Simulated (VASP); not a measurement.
Write the native input for VASP 6.6.1 that does the following.

```
Task                   : band structure
Functional             : PBEsol
Potentials or basis    : VASP PAW PBE potentials, release 64 (Ga_d, Al, O)
Cutoff                 : 520 eV
k mesh                 : 2 × 2 × 2
Occupations            : gaussian, width 0.02 eV
Spin                   : no spin polarisation
Further INCAR settings : ALGO = Fast; EDIFF = 1e-06
```

The structure of AlGa3O6 lies in POSCAR:

```
AlGa3O6                                 
1.0
   -2.4736120271      4.2844217376      0.0000000000
   -4.9472240779      0.0000000137      0.0000000000
   -2.4736120350      1.4281405804      4.4375111078
  Ga              Al              O             
     3     1     6
Direct
     0.3553778507521919    0.3553778507521930    0.9338664477434291
     0.1444681714598506    0.1444681714598503    0.5665954856204416
     0.8592589080633115    0.8592589080633083    0.4222232758100786
     0.6494453080510856    0.6494453080510827    0.0516640758467422
     0.2637383543242013    0.5528441625220935    0.2500066274238909
     0.4463337013490643    0.0436978806256779    0.7585436109025289
     0.5528441625220812    0.9334108557298080    0.2500066274239082
     0.9334108557298033    0.2637383543241990    0.2500066274239140
     0.0436978806256750    0.7514248071227216    0.7585436109025471
     0.7514248071227354    0.4463337013490656    0.7585436109025193
```

The cell comes from a database or a generator and needn't be the stable form of this composition.

The input as run:

INCAR

```
SYSTEM = AlGa3O6
PREC = Accurate
ENCUT = 520
EDIFF = 1E-6
ISMEAR = 0
SIGMA = 0.02
LREAL = .False.
LASPH = .True.
NELM = 60
ALGO = Fast
ISIF = 2
LWAVE = .False.
LCHARG = .False.
GGA = PS
KPAR = 2
```

KPOINTS

```
Automatic mesh
0
Gamma
  2 2 2
  0 0 0
```

KPOINTS_OPT

```
path GLB1,BZGX,QFP1Z,LP
10
line-mode
reciprocal
 0.0000000000  0.0000000000  0.0000000000  G
 0.0000000000 -0.5000000000  0.0000000000  L

 0.0000000000 -0.5000000000  0.0000000000  L
 0.4675393903 -0.2662303049  0.2337696951  B1

 0.2662303049 -0.2662303049  0.5000000000  B
 0.0000000000  0.0000000000  0.5000000000  Z

 0.0000000000  0.0000000000  0.5000000000  Z
 0.0000000000  0.0000000000  0.0000000000  G

 0.0000000000  0.0000000000  0.0000000000  G
 0.3668848476 -0.3668848476  0.0000000000  X

 0.3668848476 -0.2662303049  0.3668848476  Q
 0.5000000000  0.0000000000  0.5000000000  F

 0.5000000000  0.0000000000  0.5000000000  F
 0.3993454573  0.0000000000  0.6331151524  P1

 0.3993454573  0.0000000000  0.6331151524  P1
 0.0000000000  0.0000000000  0.5000000000  Z

 0.0000000000 -0.5000000000  0.0000000000  L
 0.0000000000 -0.3993454573  0.3668848476  P
```

Potentials or basis: VASP PAW PBE potentials, release 64 (Ga_d, Al, O).

Command:

```bash
$ cat potpaw_PBE.64/Ga_d/POTCAR potpaw_PBE.64/Al/POTCAR potpaw_PBE.64/O/POTCAR > POTCAR
$ mpirun -np 4 vasp_std > vasp.out
```

It gave:

```yaml
Pressure: 0.3 GPa
Largest_force: 0.008 eV/Å
Band_gap_on_the_k_mesh: 3.47 eV, indirect (least direct gap 3.51 eV)
Band_gap_along_the_path: 3.31 eV, indirect (least direct gap 3.51 eV)
```

Caveat: the k mesh is coarse (spacing up to 0.77 Å⁻¹), so the values aren't converged; the PAW data sets were made with another functional, which shifts forces and pressure a little; the mesh misses the band edges, which the band path finds closer together.

It took 110 s on 4 MPI ranks on Intel(R) Xeon(R) Platinum 8488C (Sapphire Rapids) (shared host), peak memory 0.19 GiB a rank.
